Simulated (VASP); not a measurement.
```xyz
4
Lattice="1.9650 -3.4035 0.0000 1.9650 3.4035 0.0000 0.0000 0.0000 5.1236" Properties=species:S:1:pos:R:3 pbc="T T T"
Ni     0.0000     0.0000     2.5618
Ni     0.0000     0.0000     0.0000
Sb     1.9650     1.1345     1.2809
Sb     1.9650    -1.1345     3.8427
```

Level of theory: r2SCAN meta-GGA, VASP's PBE PAW potentials (set 64) (plane waves; VASP 6.6.1). Run with 520 eV cut-off, 10×10×7 Γ-centred mesh, tetrahedra with Blöchl corrections, potentials Ni Sb.

The cores are frozen, which limits the accuracy of field gradients.

### Question
Give the principal components of the electric field gradient (V/Å²) and the asymmetry η at each nucleus.

### Answer

```
atom    Vxx    Vyy    Vzz     η
----  -----  -----  -----  ----
Ni1    12.0   12.0  -24.0  0.00
Ni2    12.0   12.0  -24.0  0.00
Sb3   -42.5  -42.5   85.0  0.00
Sb4   -42.5  -42.5   85.0  0.00
```

The compound is NiSb in the NiAs type structure. It was relaxed first. The run is not spin-polarised, so no magnetic state was tried.
